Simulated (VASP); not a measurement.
Input:

```xyz
2
Lattice="0.0000 2.5931 2.5931 2.5931 0.0000 2.5931 2.5931 2.5931 0.0000" Properties=species:S:1:pos:R:3 pbc="T T T"
Mg     0.0000     0.0000     0.0000
Se     2.5931     2.5931     2.5931
```

These are LDA (Ceperley-Alder, Perdew-Zunger), VASP's LDA PAW potentials (set 64) (plane waves; VASP) values and carry that method's errors. Run with 500 eV cut-off, 9×9×9 Γ-centred mesh, Gaussian smearing of 0.050 eV, potentials Mg Se.

Energy and stress use the plane-wave basis of the starting cell.

Question: The ions, cell shape and volume at an external pressure of 20.0 GPa are relaxed. Predict the relaxed structure.

Answer: 
```xyz
2
Lattice="0.0000 2.5271 2.5271 2.5271 0.0000 2.5271 2.5271 2.5271 0.0000" Properties=species:S:1:pos:R:3 pbc="T T T"
Mg     0.0000     0.0000     0.0000
Se     2.5271     2.5271     2.5271
```
Space group Fm-3m (225), at a tolerance of 0.03 Å.

Question: How do energy and volume change from the first to the last step?

Answer: The energy (σ→0) changes by +118.3 meV/atom and the volume by -7.4 %, in 3 ionic steps.

The compound is MgSe in the rock salt structure. This run relaxes it under an external pressure of 20 GPa. Symmetry was kept, so distortions that lower it aren't found.
